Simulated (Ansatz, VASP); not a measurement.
MoOs in VASP and in Ansatz

```
Mo Os
1.0
     2.71221    0.00000    0.00000
    -1.35611    2.34884    0.00000
     0.00000    0.00000    4.28170
Mo Os
1 1
Direct
  0.66667 0.33333 0.50000
  0.33333 0.66667 0.00000
```

Change from the starting cell: strain -0.025 along x and y, -0.050 along z, atoms carried along.

Alike in both runs: task single point; functional LDA; k mesh 21 × 21 × 10; occupations gaussian, width 0.15 eV; no spin polarisation.

|  | VASP | Ansatz |
| --- | --- | --- |
| version | VASP 6.6.1 | Ansatz 0.2.0 |
| potentials or method | VASP PAW LDA potentials, release 64 (Mo_sv, Os) | scalar-relativistic, plane waves, PAW |
| plane-wave cutoff (eV) | 520 | 420 |
| valence electrons in the cell | 22 | 30 |

Ansatz gave:

```
gap on the k mesh at the Fermi level (eV)       : none
pressure (GPa)                                  : 20.5
largest component of the traceless stress (GPa) : 7.65
```

What did VASP give for the same quantities?

gap on the k mesh at the Fermi level (eV): none; pressure (GPa): 22.3; largest component of the traceless stress (GPa): 7.80.

A gap of «none» marks a metal or a gap that the smearing closes. The two sets of potentials don't hold the same shells in valence.

Caveats: so large a pressure means that the cell lies far from this level's equilibrium, or that cutoff or potentials fall short (VASP). Spin-orbit coupling is left out, which matters for the levels of Os.
